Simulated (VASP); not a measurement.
Here is the system:

```
CELL_PARAMETERS angstrom
      4.61664     0.00000     0.00000
      0.00000     4.61664     0.00000
      0.00000     0.00000     4.61664
ATOMIC_POSITIONS crystal
  Cs 0.00000 0.00000 0.00000
  I  0.50000 0.50000 0.50000
```

Level of theory: r2SCAN meta-GGA, VASP's PBE PAW potentials (set 64) (plane waves; VASP). Run with 520 eV cut-off, 6×6×6 Γ-centred mesh, Gaussian smearing of 0.050 eV, potentials Cs_sv I.

Problem. Give the energy at these volumes per atom, relative to the lowest: 46.15, 47.62, 49.09, 50.57, 52.04 Å³.

Solution. 8.1, 2.0, 0.0, 1.4, 5.5 meV/atom. A third-order Birch-Murnaghan fit gives B0 = 12.1 GPa and B0′ = 5.2.

The compound is CsI in the CsCl type structure. It was relaxed first.
